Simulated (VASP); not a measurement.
```yaml
crystal:
  lattice:
    - [2.83903, 0.00000, 0.00000]
    - [0.00000, 2.83903, 0.00000]
    - [0.00000, 0.00000, 2.83903]
  atoms:
    - { symbol: Fe, position: [0.00000, 0.00000, 0.00000] }
    - { symbol: Co, position: [0.50000, 0.50000, 0.50000] }
```

Computed with PBE GGA, VASP's PBE PAW potentials (set 64) (plane waves; VASP). Settings: 300 eV cut-off, 15×15×15 Γ-centred mesh, Gaussian smearing of 0.20 eV, potentials Fe Co.

The run has a spin-polarised start.

### Question
Give the spin-up energies of bands 1 to 12 at the high-symmetry points, in eV from the Fermi level.

### Answer

```
band      Γ      X      M      R
----  -----  -----  -----  -----
1     -9.05  -5.31  -5.61  -4.07
2     -5.42  -5.26  -5.42  -4.07
3     -5.42  -3.74  -4.08  -4.07
4     -3.10  -3.68  -4.08  -3.78
5     -3.10  -2.77  -2.01  -3.78
6     -3.10  -2.77  -1.92  -3.78
7     -2.00  -2.59  -1.85  -1.89
8     -2.00  -2.58  -1.73  -1.89
9     -0.88  -2.06  -0.64  -1.70
10    -0.88  -1.96  -0.64  -1.70
11    -0.88  -0.88  -0.14   7.67
12     9.14  -0.59  -0.14   7.67
```

### Question
Give the spin-down energies of bands 1 to 12 at the high-symmetry points, in eV from the Fermi level.

### Answer

```csv
band,Γ,X,M,R
1,-8.91,-4.78,-4.18,-2.65
2,-3.54,-4.62,-4.18,-2.65
3,-3.54,-1.67,-2.32,-2.65
4,-1.18,-1.16,-2.32,-2.25
5,-1.18,-1.15,-0.07,-2.25
6,-1.18,-1.15,-0.07,-2.25
7,0.81,-0.39,0.51,0.63
8,0.81,-0.30,0.59,0.63
9,1.52,-0.30,0.79,1.53
10,1.52,0.67,1.48,1.53
11,1.52,1.21,1.74,8.43
12,9.39,2.10,1.74,8.43
```

It has no gap at this level: it comes out as a metal or semimetal.

The structure comes from a computed database's FeCo entry (Pm-3m); how it stands against other phases isn't given here. The cell was not relaxed at this level.
